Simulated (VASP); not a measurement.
Output of a VASP run:

OUTCAR:
```
 ion  position               nearest neighbor table
   1  0.500  0.000  0.763-   3 2.25   4 2.25   3 2.25   4 2.25   2 3.59   2 3.59   2 3.59   2 3.59
                             2 3.76   2 3.76   2 3.76   2 3.76
   2  0.000  0.500  0.237-   3 2.25   4 2.25   4 2.25   3 2.25   1 3.59   1 3.59   1 3.59   1 3.59
                             1 3.76   1 3.76   1 3.76   1 3.76
   3  0.500  0.500  0.000-   1 2.25   2 2.25   1 2.25   2 2.25
   4  0.000  0.000  0.000-   1 2.25   2 2.25   2 2.25   1 2.25
  LATTYP: Found a simple tetragonal cell.
 ALAT       =     3.8571356641
 C/A-ratio  =     1.2732790956
 Subroutine PRICEL returns:
 Original cell was already a primitive cell.
 Subroutine GETGRP returns: Found 16 space group operations
The static configuration has the point symmetry D_2d.
 The point group associated with its full space group is D_4h.
The dynamic configuration has the point symmetry D_2d.
 Subroutine INISYM returns: Found 16 space group operations
 Subroutine IBZKPT returns following result:
 Found     18 irreducible k-points:

 Following reciprocal coordinates:
            Coordinates               Weight
  0.000000  0.000000  0.000000      1.000000
  0.200000  0.000000  0.000000      4.000000
  0.400000  0.000000  0.000000      4.000000
  0.200000  0.200000  0.000000      4.000000
  0.400000  0.200000  0.000000      8.000000
  0.400000  0.400000  0.000000      4.000000
  0.000000  0.000000  0.250000      2.000000
  0.200000  0.000000  0.250000      8.000000
  0.400000  0.000000  0.250000      8.000000
  0.200000  0.200000  0.250000      8.000000
  0.400000  0.200000  0.250000     16.000000
  0.400000  0.400000  0.250000      8.000000
  0.000000  0.000000  0.500000      1.000000
  0.200000  0.000000  0.500000      4.000000
  0.400000  0.000000  0.500000      4.000000
  0.200000  0.200000  0.500000      4.000000
  0.400000  0.200000  0.500000      8.000000
  0.400000  0.400000  0.500000      4.000000
   k-points           NKPTS =     18   k-points in BZ     NKDIM =     18   number of bands    NBANDS=     24
   number of dos      NEDOS =    301   number of ions     NIONS =      4
   total plane-waves  NPLWV =  36000
   dimension x,y,z NGX =    30 NGY =   30 NGZ =   40
   dimension x,y,z NGXF=    60 NGYF=   60 NGZF=   80
   ions per type =               2   2
   PREC   = accura    normal or accurate (medium, high low for compatibility)
   ISTART =      0    job   : 0-new  1-cont  2-samecut
   ICHARG =      2    charge: 1-file 2-atom 10-const
   ISPIN  =      1    spin polarized calculation?
   LNONCOLLINEAR =      F non collinear calculations
   LSORBIT =      F    spin-orbit coupling
   INIWAV =      1    electr: 0-lowe 1-rand  2-diag
   ENCUT  =  580.0 eV  42.63 Ry    6.53 a.u.   7.57  7.57  9.64*2*pi/ulx,y,z
   NELM   =    100;   NELMIN=  2; NELMDL= -5     # of ELM steps
   EDIFF  = 0.1E-05   stopping-criterion for ELM
   LREAL  =      F    real-space projection
   NLSPLINE    = F    spline interpolate recip. space projectors
   LMAXMIX     =    4 max onsite mixed and CHGCAR
   VOSKOWN=      0    Vosko Wilk Nusair interpolation
   EDIFFG = -.2E-01   stopping-criterion for IOM
   NSW    =     60    number of steps for IOM
   NBLOCK =      1;   KBLOCK =     60    inner block; outer block
   IBRION =      2    ionic relax: 0-MD 1-quasi-New 2-CG
   NFREE  =      1    steps in history (QN), initial steepest desc. (CG)
   ISIF   =      3    stress and relaxation
   ISYM   =      2    0-nonsym 1-usesym 2-fastsym
   TEIN   =    0.0    initial temperature
   TEBEG  =    0.0;   TEEND  =   0.0 temperature during run
   SMASS  =  -3.00    Nose mass-parameter (am)
   PSTRESS=    0.0 pullay stress
   NELECT =      40.0000    total number of electrons
   EFERMI =   0.00;   METHOD = LEGACY
   ISMEAR =     0;   SIGMA  =   0.05  broadening in eV -4-tet -1-fermi 0-gaus
   IALGO  =     38    algorithm
   LDIAG  =      T    sub-space diagonalisation (order eigenvalues)
   IMIX   =      4    mixing-type and parameters
     AMIX     =   0.40;   BMIX     =  1.00
     AMIX_MAG =   1.60;   BMIX_MAG =  1.00
     AMIN     =   0.10
...
```

File OSZICAR:
```
       N       E                     dE             d eps       ncg     rms          rms(c)
DAV:   1     0.427659853396E+03    0.42766E+03   -0.22136E+04   872   0.270E+03
DAV:   2     0.460075267378E+02   -0.38165E+03   -0.37595E+03   904   0.607E+02
DAV:   3    -0.150860749740E+02   -0.61094E+02   -0.60060E+02  1056   0.203E+02
DAV:   4    -0.174168386684E+02   -0.23308E+01   -0.23290E+01   896   0.443E+01
DAV:   5    -0.174903836972E+02   -0.73545E-01   -0.73535E-01  1256   0.797E+00    0.124E+01
DAV:   6    -0.133392559402E+02    0.41511E+01   -0.29754E+01  1432   0.558E+01    0.498E+00
DAV:   7    -0.133012021535E+02    0.38054E-01   -0.28264E+00  1024   0.109E+01    0.257E+00
DAV:   8    -0.133014934651E+02   -0.29131E-03   -0.66589E-01  1264   0.586E+00    0.106E+00
DAV:   9    -0.132782895983E+02    0.23204E-01   -0.19025E-01  1312   0.387E+00    0.283E-01
DAV:  10    -0.132807477418E+02   -0.24581E-02   -0.24531E-02  1272   0.125E+00    0.246E-01
DAV:  11    -0.132794292889E+02    0.13185E-02   -0.81505E-03  1328   0.801E-01    0.260E-02
DAV:  12    -0.132795159365E+02   -0.86648E-04   -0.78679E-04   952   0.176E-01    0.420E-02
DAV:  13    -0.132795082529E+02    0.76836E-05   -0.71428E-05  1304   0.113E-01    0.806E-03
DAV:  14    -0.132795080987E+02    0.15419E-06   -0.88360E-06  1016   0.214E-02
   1 F= -.13279508E+02 E0= -.13279508E+02  d E =-.132795E+02
       N       E                     dE             d eps       ncg     rms          rms(c)
DAV:   1    -0.132796053987E+02   -0.97146E-04   -0.11959E-02  1152   0.829E-01    0.636E-02
DAV:   2    -0.132795508550E+02    0.54544E-04   -0.48812E-04  1176   0.204E-01    0.320E-02
DAV:   3    -0.132795338407E+02    0.17014E-04   -0.44282E-05  1160   0.928E-02    0.158E-02
DAV:   4    -0.132795291329E+02    0.47078E-05   -0.11947E-05  1328   0.420E-02    0.328E-03
DAV:   5    -0.132795294541E+02   -0.32121E-06   -0.29315E-06   744   0.204E-02
   2 F= -.13279529E+02 E0= -.13279529E+02  d E =-.213554E-04
```

### OUTCAR
```
------------------------ aborting loop because EDIFF is reached ----------------------------------------
  FORCE on cell =-STRESS in cart. coord.  units (eV):
  Direction    XX          YY          ZZ          XY          YZ          ZX
  --------------------------------------------------------------------------------------
  Total        0.0522762      0.0522762      0.0364087      0.0000000      0.0000000      0.0000000
  in kB        1.1466026      1.1466026      0.7985713      0.0000000      0.0000000      0.0000000
  external PRESSURE =       1.0305922 kB  Pullay stress =       0.0000000 kB
  volume of cell :       73.05
      direct lattice vectors                 reciprocal lattice vectors
     3.857603257  0.000000000  0.000000000     0.259228317  0.000000000  0.000000000
     0.000000000  3.857603257 -0.000000000     0.000000000  0.259228317  0.000000000
     0.000000000  0.000000000  4.908698545     0.000000000  0.000000000  0.203719986
 POSITION                                       TOTAL-FORCE (eV/Angst)
 -----------------------------------------------------------------------------------
      1.92880      0.00000      3.74676        -0.000000      0.000000     -0.004254
      3.85760      1.92880      1.16194         0.000000     -0.000000      0.004254
      1.92880      1.92880      4.90870         0.000000     -0.000000      0.000000
      0.00000      0.00000      4.90870         0.000000     -0.000000      0.000000
 -----------------------------------------------------------------------------------
    total drift:                                0.000000     -0.000000      0.000000
  FREE ENERGIE OF THE ION-ELECTRON SYSTEM (eV)
  ---------------------------------------------------
  free  energy   TOTEN  =       -13.2795294541 eV

  energy  without entropy=      -13.2795294541  energy(sigma->0) =      -13.27952945

 reached required accuracy - stopping structural energy minimisation
```
(Selected blocks of OUTCAR.)

File POSCAR:
```
SnO
1
    3.8571356641     0.0000000000     0.0000000000
    0.0000000000     3.8571356641    -0.0000000000
    0.0000000000    -0.0000000000     4.9112102100
Sn O
2 2
Direct
  0.5000000000   0.0000000000   0.7630922816
  0.0000000000   0.5000000000   0.2369077184
  0.5000000000   0.5000000000   0.0000000000
  0.0000000000   0.0000000000   0.0000000000
```

Q: Write an INCAR and KPOINTS that could have produced this output.

A: Several could match; the one computed here: the input of the run itself, optB88-vdW, plane waves, VASP's PBE PAW potentials (set 64).

### KPOINTS
```
Automatic mesh
0
Gamma
5 5 4
0 0 0
```

### INCAR
```
# general
SYSTEM   = SnO
PREC     = Accurate
ENCUT    = 580
LREAL    = F
LASPH    = T

# electronic loop
EDIFF    = 1E-6
NELM     = 100
ALGO     = Normal
LMAXMIX  = 4

# smearing
ISMEAR   = 0
SIGMA    = 0.05

# functional
GGA      = BO
LUSE_VDW = T
AGGAC    = 0.0
PARAM1   = 0.1833333333
PARAM2   = 0.22

# ions
IBRION   = 2
NSW      = 60
ISIF     = 3
EDIFFG   = -0.02

# output
LWAVE    = F
LCHARG   = F
```

POTCAR, in this order: Sn_d O (PBE.64 set). Program: vasp_std.

The compound is SnO in the litharge structure. This run relaxes it. Symmetry was kept, so distortions that lower it aren't found. The start is the result of an earlier pass.
